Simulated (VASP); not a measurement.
Here is a VASP 6.6.1 calculation.

File INCAR:

```
SYSTEM = SiH2Cl2
PREC     = Accurate       ! precision mode
ENCUT    = 400            ! plane-wave cutoff, eV
EDIFF    = 1E-6           ! SCF threshold, eV
ISMEAR   = 0              ! smearing method
SIGMA    = 0.01           ! smearing width, eV
LREAL    = .False.        ! projectors in reciprocal space
LASPH    = .True.         ! aspherical terms in the spheres
NELM     = 60             ! most SCF steps
ALGO     = Normal         ! electronic algorithm
ISIF     = 2              ! what is computed and relaxed
LWAVE    = .False.        ! write WAVECAR
LCHARG   = .False.        ! write CHGCAR
GGA      = PE             ! functional
NBANDS   = 18             ! bands
ISYM     = 0
```

Contents of KPOINTS:

```
Automatic mesh
0
Gamma
  1 1 1
  0 0 0
```

POSCAR

```
SiH2Cl2                                 
1.0
   13.0062868778      0.0000000000      0.0000000000
    0.0000000000     13.5062868778      0.0000000000
    0.0000000000      0.0000000000     14.0062868778
  Si              Cl              H             
     1     2     2
Selective dynamics
Direct
     0.5004594151000035    0.5136331543000026    0.4971609763000018   F   F   F
     0.4103578986179794    0.4069473741486546    0.4348536173445948   T   T   T
     0.5827956528126796    0.4526015486020409    0.6074165056197109   T   T   T
     0.5734641995858106    0.5520482693755316    0.4248048689674492   T   T   T
     0.4328744908831846    0.5922876573646438    0.5360463422906239   T   T   T
```

Potentials or basis: VASP PAW PBE potentials, release 64 (Si, Cl, H).

Run with:

```sh
$ cat potpaw_PBE.64/Si/POTCAR potpaw_PBE.64/Cl/POTCAR potpaw_PBE.64/H/POTCAR > POTCAR
$ mpirun -np 1 vasp_gam > vasp.out
```

Task: Predict the largest force.

Result: 0.031 eV/Å.

Task: Predict the gap between the frontier levels.

Result: 6.55 eV.

Forces in eV/Å, atoms in the order of the input:
```
Si  -0.001 -0.027  0.008
Cl  -0.012  0.015 -0.020
Cl   0.014  0.023  0.009
H    0.022 -0.012 -0.018
H   -0.023  0.001  0.021
```

Expect the measured gap to be larger: semilocal functionals such as PBE lack the derivative discontinuity.
